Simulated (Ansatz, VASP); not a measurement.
# SiGe3: VASP beside Ansatz, part 2 of 2

Wanted: the spread between two codes on one cell, functional and k mesh. The cell is generated by rule, not measured, and may not be a known phase. The cell is taken from a series of runs on this material, whose earlier steps may have relaxed, scaled, displaced or heated it; both programs get it as it stands.

VASP 6.6.1 and Ansatz 0.2.0.

So far: The structure; VASP: relaxation of cell and atoms, LDA; Ansatz: relaxation of cell and atoms, LDA; Comparison.

## Step 5: Ansatz: zone-centre phonons, LDA

Level of this step: Ansatz beside VASP: Kohn-Sham DFT, plane waves, LDA (Ansatz).

Second derivatives magnify differences that forces hide, and they need a tight electronic threshold.

The cell is taken from a series of runs on this material, whose earlier steps may have relaxed, scaled, displaced or heated it; both programs get it as it stands.

Contents of input.yaml:

```yaml
crystal:
  lattice:
    - [4.0942784932, 0.0, 0.0]
    - [0.0, 4.0942784932, 0.0]
    - [0.0, 0.0, 4.0942784932]
  atoms:
    - { symbol: Si, position: [0.0, 0.0, 0.0] }
    - { symbol: Ge, position: [0.0, 0.5, 0.5] }
    - { symbol: Ge, position: [0.5, 0.0, 0.5] }
    - { symbol: Ge, position: [0.5, 0.5, 0.0] }
kpoints:
  mp_grid: { grid: [6, 6, 6] }
hamiltonian:
  xc: lda
  pseudopotentials: { kind: nc, accuracy: standard }
scf:
  occupations: { method: fermi_dirac, width: 0.27211 }
output:
  eigenvalues: true
phonons:
  method: dfpt
  qmesh: [2, 2, 2]
  temperatures: { t_max: 1000, t_step: 50 }
  qpath:
    path:
      - [[0.0, 0.0, 0.0], [0.0, 0.5, 0.0], [0.5, 0.5, 0.0], [0.0, 0.0, 0.0], [0.5, 0.5, 0.5], [0.0, 0.5, 0.0]]
      - [[0.5, 0.5, 0.5], [0.5, 0.5, 0.0]]
    npoints: 10
```

On the command line:

```
> ansatz run input.yaml --threads 4 --pin off --max-ram 8192MiB --backend cpu --events-out ev --progress --plain --runs-dir out
```

The program printed:

```text
band count auto-derived: 30 (N_el = 46.0; filled up to band 23; 28 by the electrons, moments and atoms)
[...]
Crystal: 4 atoms, lattice volume = 68.633 Å³
Basis set: ecut = 1061.244064 eV, 5449 PW (Γ), exchange–correlation on 90×90×90 points (8 copies of the dense FFT grid, shifted against one another)
Bands: 30, of which v1, the nominal top of the filled ones, is band 23 counted from 1 (22 counted from 0)
[...]
largest difference from the sums on the solved wave vectors: F 1.36e-1 eV, S 1.57e-4 and C_V 4.13e-5 eV/K
  zero-point energy: 0.051088 eV/cell   skipped modes (ω ≤ 0): 371, of them read as no rigid motion or as one in doubt: 368 (2.008e0 modes/cell left out, lowest -104.52 cm⁻¹)   left out of the sums: 1.67e-1 of the cell's modes: C_V's classical limit lies that fraction below 3 k_B per atom; for a crystal, a wire or a layer, F and S can be off by more, and a phonons.interpolated_qmesh denser along its periods is the remedy for the sampling
[key lines of the parts left out:]
SCF converged after 9 iterations
Free energy (F): -7399.215089 eV
Fermi energy:    12.270977 eV
```

## Step 6: VASP: zone-centre phonons, LDA

The same cell, functional (in two slightly different forms), mesh and smearing now go to VASP, with its own data sets.

Contents of INCAR:

```
SYSTEM = SiGe3
PREC = Accurate
ENCUT = 500
EDIFF = 1E-08
NELM = 120
ISMEAR = -1
SIGMA = 0.27211
LREAL = .FALSE.
ALGO = Normal
GGA = CA
NBANDS = 29
LORBIT = 11
LWAVE = .FALSE.
LCHARG = .FALSE.
ISIF = 2
IBRION = 8
LASPH = .TRUE.
GGA_COMPAT = .FALSE.
KPAR = 2
```

Contents of POSCAR:

```
SiGe3
1.0
    4.0942784932      0.0000000000      0.0000000000
    0.0000000000      4.0942784932      0.0000000000
    0.0000000000      0.0000000000      4.0942784932
Si Ge
1 3
Direct
    0.0000000000      0.0000000000      0.0000000000
    0.0000000000      0.5000000000      0.5000000000
    0.5000000000      0.0000000000      0.5000000000
    0.5000000000      0.5000000000      0.0000000000
```

Contents of KPOINTS:

```
Automatic mesh
0
Gamma
6 6 6
0 0 0
```

Potentials, in the order of the species: Si and Ge_d (LDA family, release 64).

On the command line:

```
> mpirun -np 2 vasp_std
```

The program printed:

```text
[... set-up lines as in an earlier step ...]
 entering main loop
       N       E                     dE             d eps       ncg     rms          rms(c)
DAV:   1     0.356414367001E+03    0.35641E+03   -0.22302E+04  1311   0.409E+03
DAV:   2     0.371117563551E+02   -0.31930E+03   -0.31001E+03  1160   0.726E+02
DAV:   3    -0.175947364225E+02   -0.54706E+02   -0.53007E+02  1296   0.183E+02
DAV:   4    -0.201631598211E+02   -0.25684E+01   -0.25337E+01  1347   0.445E+01
[...]
DAV:  11    -0.201411451869E+02    0.22862E-06   -0.11163E-06  1353   0.815E-03    0.838E-04
DAV:  12    -0.201411451440E+02    0.42836E-07   -0.22107E-07  1478   0.593E-03    0.570E-04
DAV:  13    -0.201411451434E+02    0.62846E-09   -0.89330E-09   812   0.108E-03
   1 F= -.20141145E+02 E0= -.19910589E+02  d E =-.461113E+00
 Linear response reoptimize wavefunctions to high precision
DAV:   1    -0.201411451429E+02    0.45839E-09   -0.24321E-09   835   0.382E-04
DAV:   2    -0.201411451431E+02   -0.16280E-09   -0.43768E-10   740   0.236E-04
[...]
RMM:  12    -0.199533120876E+00    0.16436E-06    0.17011E-07  4142   0.161E-04    0.152E-05
RMM:  13    -0.199533136469E+00   -0.15593E-07    0.27533E-07  4190   0.122E-04    0.167E-05
RMM:  14    -0.199533129246E+00    0.72233E-08    0.69941E-08  3742   0.993E-05    0.200E-05
 first order change of Fermi-energy  -0.84878E-04
 force on displaced ion       2 direction 1 :  -1.569  -0.000  -0.000
 Linear response progress:
  Degree of freedom:   3/  3
       N       E                     dE             d eps       ncg     rms          rms(c)
RMM:   1    -0.192221228640E+00   -0.19222E+00    0.64822E+00  4763   0.357E+01
RMM:   2    -0.199342765129E+00   -0.71215E-02   -0.11747E-02  6285   0.702E-01    0.517E-02
RMM:   3    -0.199491788457E+00   -0.14902E-03   -0.48737E-04  6271   0.169E-01    0.290E-02
RMM:   4    -0.199538249589E+00   -0.46461E-04   -0.38399E-05  6869   0.568E-02    0.385E-03
[...]
RMM:  15    -0.199548722600E+00    0.10912E-07   -0.18517E-07  6597   0.861E-05    0.422E-07
RMM:  16    -0.199548731014E+00   -0.84147E-08   -0.10553E-07  6391   0.777E-05    0.237E-07
RMM:  17    -0.199548740301E+00   -0.92868E-08   -0.85454E-08  6696   0.721E-05    0.492E-07
 first order change of Fermi-energy   0.18613E-03
 force on displaced ion       2 direction 2 :   0.000  -0.316   0.000
 Linear response finished
```

From OUTCAR (step 6):

```text
  Total        0.3877332      0.3877332      0.3877332      0.0000000      0.0000000     -0.0000000
  in kB        9.0513087      9.0513087      9.0513087      0.0000000      0.0000000     -0.0000000
  external PRESSURE =       9.0513087 kB  Pullay stress =       0.0000000 kB

 POSITION                                       TOTAL-FORCE (eV/Angst)
 -----------------------------------------------------------------------------------
      0.00000      0.00000      0.00000         0.000000      0.000000      0.000000
      0.00000      2.04714      2.04714         0.000000      0.000000      0.000000
      2.04714      0.00000      2.04714         0.000000      0.000000      0.000000
      2.04714      2.04714      0.00000         0.000000      0.000000      0.000000
 -----------------------------------------------------------------------------------
    total drift:                                0.000000      0.000000     -0.000000

[... 2 further parts left out ...]
```

## Step 7: Side by side

What differs besides the data sets and the points named for the pairs above, as far as they apply: VASP's run holds the zone centre alone. Total energies have different zeros and are not compared.

Compared:

| quantity | Ansatz | VASP | difference |
| --- | --- | --- | --- |
| optical mode 1 to 3 (imaginary, printed as negative) (cm⁻¹) | -104.5 | -101.3 | -3.2 |
| optical mode 4 to 6 (imaginary, printed as negative) (cm⁻¹) | -82.2 | -79.4 | -2.8 |
| optical mode 7 to 9 (cm⁻¹) | 141.6 | 145.2 | -2.50 % |

Modes are paired by rising frequency, not by their patterns, so a pair may set unlike modes beside each other; they are those without the splitting of longitudinal modes.

## Step 8: Outcome

- difference in volume (relaxation of cell and atoms, LDA): -0.12 %
- r.m.s. difference of the optical zone-centre modes, each program's sorted by frequency (zone-centre phonons, LDA): 3.2 cm⁻¹
- difference in optical mode 7 to 9 (zone-centre phonons, LDA): -2.5 %

In words: The difference in volume is -0.12 % (relaxation of cell and atoms, LDA), within the 1.2 % picked in this series as the mark of a large difference, as far as the stopping tolerances let one tell. Among the rows given in per cent, the largest difference of the zone-centre phonons, LDA pair is in optical mode 7 to 9, -2.5 %. How closely two codes agree says nothing of how well the functional describes the real material.

[Lines on the potential files, build, host, timing and source positions are cut from VASP's logs without a mark.]

[Logs are printed without paths, hosts, clocks, repeated set-up lines and the standing remarks that a program may print on its own settings, such as how far it seeks lower states.]

[Hosts, paths, dates, database ids (printed as entryN), source tags and the programs' standing remarks are cut or masked in the printed files.]
